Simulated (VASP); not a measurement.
# AlInBi: structure and properties in VASP, part 4 of 4

What structure does AlInBi take at this level, and what are its properties? The cell is invented: it takes the structure of a Materials Project entry for In2Bi (space group 187 there), with some of its atoms replaced by other elements, volume scaled by an estimate. It may not be a known or stable phase.

VASP 6.6.1; LAK; plane waves and PAW (Bi_d, In_d, Al); invented cell.

Still holding for the runs below: This run has no spin polarisation. Its electron count is odd, so without a moment it is a metal by construction. The k-mesh is coarse for a metal.

So far. Step 4 (Single point with fields (LAK)): In this run the pressure is 0.01 GPa, small enough to go on. Step 5 (Band structure (LAK)): There is no gap at this level. The relaxed cell has a = 5.375, c = 3.314 Å (conventional setting).

## 6. Density of states (LAK) (continued)

The density of states has structure finer than the step of the table below, so its rows give means over 1 eV, whole bins alone (the curve runs from -12.0 to 7.98 eV). Peaks (eV: height): total 4.7: 2.63, 5.1: 2.43, 6.7: 2.27, 7.3: 2.98; Bi p -2.6: 0.354, -1.9: 0.349, -0.5: 0.364, 3.4: 0.343; In p 4.7: 0.377, 5.1: 0.382, 6.1: 0.409, 7.3: 0.343; In s -7.4: 0.237, -5.3: 0.401, -4.4: 0.178, -1.3: 0.161; Al p 4.9: 0.234, 5.1: 0.217, 6.6: 0.214, 7.3: 0.169.

States under -12.0 eV and over 8.0 eV are left out. Table of density of states by energy, zero at the Fermi level; means over each step; values in states/eV/cell:

| energy (eV) | total | Bi p | In p | In s | Al p | Al s | Bi s |
| --- | --- | --- | --- | --- | --- | --- | --- |
| -11 | 0.788 | 0.00415 | 0.00337 | 0.00269 | 0.00218 | 0.00460 | 0.548 |
| -10 | 0.00302 | 4.9e-6 | 2.8e-6 | 0 | 1.0e-5 | 2.7e-6 | 0.00224 |
| -9 | 0 | 0 | 0 | 0 | 0 | 0 | 0 |
| -8 | 0.111 | 0.00798 | 0.00115 | 0.0252 | 5.7e-4 | 0.00873 | 0.00141 |
| -7 | 0.774 | 0.0522 | 0.0116 | 0.172 | 0.00478 | 0.0613 | 0.0285 |
| -6 | 0.889 | 0.0604 | 0.0232 | 0.174 | 0.00917 | 0.0751 | 0.0421 |
| -5 | 1.09 | 0.0965 | 0.0336 | 0.194 | 0.0151 | 0.0906 | 0.0268 |
| -4 | 1.07 | 0.146 | 0.0475 | 0.118 | 0.0161 | 0.0948 | 0.0176 |
| -3 | 1.45 | 0.271 | 0.0813 | 0.124 | 0.0443 | 0.0463 | 0.0211 |
| -2 | 1.47 | 0.293 | 0.0724 | 0.138 | 0.0516 | 0.0443 | 0.0197 |
| -1 | 1.50 | 0.261 | 0.0882 | 0.115 | 0.0734 | 0.0459 | 0.0208 |
| 0 | 1.44 | 0.230 | 0.116 | 0.0747 | 0.0808 | 0.0357 | 0.0226 |
| 1 | 1.39 | 0.185 | 0.160 | 0.0463 | 0.0753 | 0.0444 | 0.0221 |
| 2 | 1.87 | 0.257 | 0.271 | 0.0370 | 0.0833 | 0.0615 | 0.0217 |
| 3 | 1.77 | 0.269 | 0.254 | 0.0361 | 0.0896 | 0.0538 | 0.0160 |
| 4 | 1.54 | 0.185 | 0.194 | 0.0388 | 0.121 | 0.0300 | 0.0144 |
| 5 | 2.28 | 0.210 | 0.346 | 0.0339 | 0.205 | 0.0287 | 0.0155 |
| 6 | 1.99 | 0.180 | 0.340 | 0.0192 | 0.192 | 0.0177 | 0.0113 |
| 7 | 1.87 | 0.130 | 0.271 | 0.0165 | 0.132 | 0.0132 | 0.00531 |

The finer mesh and the other smearing move the Fermi level by -0.15 eV from the 5×5×7 run, one measure of the sampling error in the zero of the bands above. Of the states within 0.3 eV of the Fermi level, the largest shares in the PAW spheres are Bi p 16 %, In p 8 % and Al p 6 %. The rest lies in smaller channels or between the spheres.

## 7. Vibrations at Γ (LAK)

Zone-centre modes test whether the atoms sit at a minimum within this cell. IBRION = 6 takes the force constants from differences of forces between displaced cells, so the forces must be tight.

The input, INCAR:

```
SYSTEM = AlInBi
PREC = Accurate
ENCUT = 400
EDIFF = 1E-08
NELM = 100
ISMEAR = 1
SIGMA = 0.2
LREAL = .FALSE.
ALGO = Normal
METAGGA = LAK
LASPH = .TRUE.
NBANDS = 21
LORBIT = 11
LWAVE = .FALSE.
LCHARG = .FALSE.
IBRION = 6
NFREE = 2
POTIM = 0.015
ISIF = 2
NSW = 1
```

The input, POSCAR:

```
AlInBi
1.0
    5.3746310547      0.0000000000      0.0000000000
   -2.6873155273      4.6545666736      0.0000000000
    0.0000000000      0.0000000000      3.3144239153
Bi In Al
1 1 1
Direct
    0.6666666700      0.3333333300      0.5000000000
    0.3333333300      0.6666666700      0.0000000000
    0.0000000000      0.0000000000      0.5000000000
```

The input, KPOINTS:

```
Automatic mesh
0
Gamma
8 8 12
0 0 0
```

Potentials, in the order of the species: Bi_d, In_d and Al (PBE family, release 64).

Command:

```console
mpirun -np 1 vasp_std
```

Log:

```text
[... set-up lines as in an earlier step ...]
 entering main loop
       N       E                     dE             d eps       ncg     rms          rms(c)
DAV:   1     0.332896334578E+03    0.33290E+03   -0.13250E+04  2940   0.143E+03
DAV:   2     0.878800544333E+02   -0.24502E+03   -0.23957E+03  2960   0.385E+02
DAV:   3     0.685770177698E+02   -0.19303E+02   -0.18943E+02  3616   0.129E+02
DAV:   4     0.679175934516E+02   -0.65942E+00   -0.65842E+00  3693   0.267E+01
[...]
DAV:  22     0.806953796236E+02    0.21688E-06   -0.46221E-09  1755   0.514E-04    0.175E-04
DAV:  23     0.806953793665E+02   -0.25712E-06   -0.13750E-09  1715   0.317E-04    0.159E-04
DAV:  24     0.806953793569E+02   -0.95711E-08   -0.49242E-10  1670   0.220E-04
   1 F= 0.80695379E+02 E0= 0.80694862E+02  d E =0.155063E-02
[... from here on, the cycles between the ionic steps are left out ...]
   2 F= 0.80695643E+02 E0= 0.80695129E+02  d E =0.154101E-02
   3 F= 0.80695643E+02 E0= 0.80695129E+02  d E =0.154098E-02
   4 F= 0.80695390E+02 E0= 0.80694873E+02  d E =0.154975E-02
   5 F= 0.80695390E+02 E0= 0.80694873E+02  d E =0.154973E-02
   6 F= 0.80695577E+02 E0= 0.80695063E+02  d E =0.154308E-02
 Finite differences progress:
  Degree of freedom:   3/  6
  Displacement:        1/  2
  Total:               5/ 12
[...]
N       E                     dE             d eps       ncg     rms          rms(c)
DAV:   1     0.807220379171E+02    0.26461E-01   -0.25311E+00 10721   0.656E+00    0.512E-01
DAV:   2     0.806958560177E+02   -0.26182E-01   -0.11494E-01 12711   0.218E+00    0.234E-01
DAV:   3     0.806960671526E+02    0.21113E-03   -0.56627E-03 11138   0.471E-01    0.142E-01
DAV:   4     0.806959802654E+02   -0.86887E-04   -0.29425E-04 13897   0.123E-01    0.128E-01
[...]
DAV:   8     0.806955736462E+02   -0.11109E-04   -0.27428E-05 10646   0.349E-02    0.124E-02
DAV:   9     0.806955700041E+02   -0.36421E-05   -0.61029E-06 13828   0.174E-02    0.164E-02
DAV:  10     0.806955784502E+02    0.84461E-05   -0.28339E-06 10606   0.121E-02    0.744E-03
 hard stop encountered!  aborting job ...
 -----------------------------------------------------------------------------
|                                                                             |
|           W    W    AA    RRRRR   N    N  II  N    N   GGGG   !!!           |
|           W    W   A  A   R    R  NN   N  II  NN   N  G    G  !!!           |
|           W    W  A    A  R    R  N N  N  II  N N  N  G       !!!           |
|           W WW W  AAAAAA  RRRRR   N  N N  II  N  N N  G  GGG   !            |
|           WW  WW  A    A  R   R   N   NN  II  N   NN  G    G                |
|           W    W  A    A  R    R  N    N  II  N    N   GGGG   !!!           |
|                                                                             |
|     The electronic self-consistency was not achieved in the given           |
|     number of steps (NELM). The forces and other quantities evaluated       |
|     might not be reliable so examine the results carefully. If you find     |
|     spurious results, we suggest increasing NELM, if you were close to      |
|     convergence or switching to a different ALGO or adjusting the           |
|     density mixing parameters otherwise.                                    |
|                                                                             |
 -----------------------------------------------------------------------------

 soft stop encountered!  aborting job ...
```

The job ended after 67 min (1 MPI rank of AMD EPYC 9R45, shared host).

The run was stopped at its time limit, by a STOPCAR file.

More ranks or a longer limit would be the way on.

## 8. Outcome

| Quantity | Value |
| --- | --- |
| relaxed volume | 27.64 Å³/atom |
| relaxed conventional cell a, b, c | 5.375, 5.375, 3.314 Å; angles 90.0, 90.0, 120.0° |
| space group after relaxing, within 0.02 Å | P-6m2 (No. 187) |
| band gap | none, a metal |
| DOS at the Fermi level | 1.26 states/eV/cell |

With LAK, AlInBi relaxes to 27.64 Å³/atom in space group P-6m2 (held by the symmetry of the run) and comes out as a metal. Not obtained: vibrations at Γ (LAK), because the run hit its time limit. Band structure (LAK): Of the bands kept, 4 cross the Fermi level on this path. Spin-orbit coupling is left out, and with elements this heavy it would split and shift bands near the Fermi level. The k-sampling is coarse for a metal, so the Fermi level, pressures and the shape of the cell carry errors. With an odd electron count and no spin the cell is a metal by construction. No search among competing phases was made. All values are for a static lattice at zero temperature.

[Lines on the potential files, build, host, timing and source positions are cut from VASP's logs without a mark.]

[Logs are printed without paths, hosts, clocks, repeated set-up lines and the standing remarks that a program may print on its own settings, such as how far it seeks lower states.]

[Hosts, paths, dates, database ids (printed as entryN), source tags and the programs' standing remarks are cut or masked in the printed files.]

[A measured line is paired with the nearest computed mode of its activity, which favours agreement.]
